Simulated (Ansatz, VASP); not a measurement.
# One calculation of Tl3S, two programs

File INCAR:

```
SYSTEM = Tl3S
PREC = Accurate
ENCUT = 520
EDIFF = 1E-7
ISMEAR = -1
SIGMA = 0.05
LREAL = .False.
LASPH = .True.
NELM = 100
ALGO = Normal
ISIF = 2
LWAVE = .False.
LCHARG = .False.
GGA = PE
NBANDS = 30
```

KPOINTS

```
Automatic mesh
0
Gamma
  8 8 8
  0 0 0
```

The input POSCAR:

```
Tl3S
1.0
   -2.3191962402      2.3191962402      5.0732951688
    2.3191962402     -2.3191962402      5.0732951688
    2.3191962402      2.3191962402     -5.0732951688
Tl S
3 1
Direct
    0.5000000000      0.5000000000      0.0000000000
    0.2500000000      0.7500000000      0.5000000000
    0.7500000000      0.2500000000      0.5000000000
    0.0000000000      0.0000000000      0.0000000000
```

input.yaml

```yaml
crystal:
  lattice:
    - [-2.3191962402, 2.3191962402, 5.0732951688]
    - [2.3191962402, -2.3191962402, 5.0732951688]
    - [2.3191962402, 2.3191962402, -5.0732951688]
  atoms:
    - { symbol: Tl, position: [0.5, 0.5, 0.0] }
    - { symbol: Tl, position: [0.25, 0.75, 0.5] }
    - { symbol: Tl, position: [0.75, 0.25, 0.5] }
    - { symbol: S, position: [0.0, 0.0, 0.0] }
hamiltonian:
  xc: pbe
  pseudopotentials: { kind: paw }
kpoints:
  mp_grid: { grid: [8, 8, 8] }
scf:
  occupations: { method: fermi_dirac, width: 0.05 }
output:
  forces: true
  stress: true
  eigenvalues: true
  write_density: true
  write_potential: true
  elf: true
  volumetric_format: npy
```

Change from the starting cell: volume scaled by 0.96.

Alike in both runs: task single point; functional PBE; k mesh 8 × 8 × 8; occupations fermi-dirac, width 0.05 eV; no spin polarisation.

|  | VASP | Ansatz |
| --- | --- | --- |
| version | VASP 6.6.1 | Ansatz 0.2.0 |
| potentials or method | VASP PAW PBE potentials, release 64 (Tl_d, S) | Ansatz PAW |
| plane-wave cutoff (eV) | 520 | 420 |
| valence electrons in the cell | 45 | 45 |

|  | VASP | Ansatz | Ansatz less VASP |
| --- | --- | --- | --- |
| gap on the k mesh at the Fermi level (eV) | none | none | - |
| pressure (GPa) | 1.5 | 1.5 | +0.06 |

A gap of «none» marks a metal or a gap that the smearing closes.

The runs have no spin-orbit coupling, so splittings on Tl are missing.
